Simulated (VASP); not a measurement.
Runs of VASP 6.6.1 on CuGe23 (a cell with a defect). The cell holds a defect, 24 atoms: a = 12.001 Å, b = 8.001 Å, c = 8.001 Å, α = 60.00°, β = 60.00°, γ = 60.00°. 

| task | level | U | fixed moment (μB) | cell | k mesh | mesh quality | moment (μB) | largest force (eV/Å) |
| --- | --- | --- | --- | --- | --- | --- | --- | --- |
| relaxation of the atoms | PBEsol+U | Cu d U = 5 eV | 3 | atoms relaxed from: atoms moved at random, drawn with an rms of 0.05 Å | 2 × 2 × 2 | coarse | 3.00 | 0.02 |
| single point | PBEsol | - | 3 | as given | 2 × 2 × 2 | coarse | 3.00 | 0.02 |
| single point | PBEsol+U | Cu d U = 5 eV | 3 | as given | 2 × 3 × 3 | not flagged | 3.00 | 0.24 |
| single point | PBEsol+U | Cu d U = 7 eV | 3 | as given | 2 × 2 × 2 | coarse | 3.00 | 0.03 |
| single point | PBEsol+U | Cu d U = 5 eV | 1 | as given | 2 × 2 × 2 | coarse | 1.00 | (a) |

Alike in all rows: potentials or basis VASP PAW PBE potentials, release 64 (Cu, Ge_d); spin collinear, ferromagnetic start; cutoff (eV) 350; smearing gaussian 0.03 eV.

Problem. Fill in the values left out.

Solution. (a) 0.28.

Caveats: some runs use coarse meshes; the PAW data sets were made with another functional, which shifts forces and pressure a little; the total moment is fixed, so each spin has its own Fermi level; the U is typed as a test and isn't derived for this compound (some runs).
